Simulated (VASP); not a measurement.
Input for VASP

INCAR:
```
SYSTEM = Fe
ENCUT = 520   ! plane-wave cut-off (eV)
AGGAC = 0.0
EDIFF = 1E-7   ! SCF stop (eV)
SIGMA = 0.1   ! width (eV)
MAGMOM = 2.1
PARAM1 = 0.1234
LCHARG = .False.
LUSE_VDW = .True.
ISIF = 2
LASPH = .True.
PREC = Accurate
PARAM2 = 1.0
LREAL = .False.   ! projection in real space or not
LWAVE = .False.
ISMEAR = 1   ! Methfessel-Paxton
ISPIN = 2   ! spin-polarised
GGA = MK
LORBIT = 10
ALGO = Normal
LMAXMIX = 4   ! l cut-off of mixed one-centre charges
NELM = 100   ! most electronic steps
```

File POSCAR:
```
Fe
1.0
 -1.4292564448   1.4292564448   1.4292564448
  1.4292564448  -1.4292564448   1.4292564448
  1.4292564448   1.4292564448  -1.4292564448
Fe
1
direct
  0.0000000000   0.0000000000   0.0000000000
```

### KPOINTS
```
Automatic mesh
0
Gamma
18 18 18
0 0 0
```

POTCAR, in this order: Fe (PBE.64 set). Program: vasp_std.

**Question.** Translate this optB86b-vdW calculation to Quantum ESPRESSO's pw.x.

**Answer.** One equivalent input (not run):
```
&CONTROL
  calculation = 'scf'
  pseudo_dir = './pseudo'
  outdir = './out'
  tprnfor = .true.
  tstress = .true.
/
&SYSTEM
  ibrav = 0
  nat = 1
  ntyp = 1
  ecutwfc = 90
  occupations = 'smearing'
  smearing = 'methfessel-paxton'
  degauss = 0.00735
  input_dft = 'vdw-df-ob86'
  nspin = 2
  starting_magnetization(1) = 0.21
/
&ELECTRONS
  conv_thr = 7.3e-09
  electron_maxstep = 100
/
ATOMIC_SPECIES
  Fe 55.845 Fe.upf
CELL_PARAMETERS angstrom
    -1.4292564    1.4292564    1.4292564
     1.4292564   -1.4292564    1.4292564
     1.4292564    1.4292564   -1.4292564
ATOMIC_POSITIONS crystal
  Fe   0.0000000  0.0000000  0.0000000
K_POINTS automatic
  18 18 18 0 0 0
```
What does not carry over: the potentials are each code's own (VASP's PAW set, PseudoDojo norm-conserving files in pw.x), so ENCUT and ecutwfc are chosen apart and not converted; conv_thr bounds pw.x's estimated SCF error, while EDIFF bounds the energy change between steps; starting_magnetization is a fraction of the valence charge and MAGMOM a moment in μB, so they match only roughly.

The compound is Fe in the bcc structure. This cell is one point of a volume scan, at 1.06 of the reference volume.
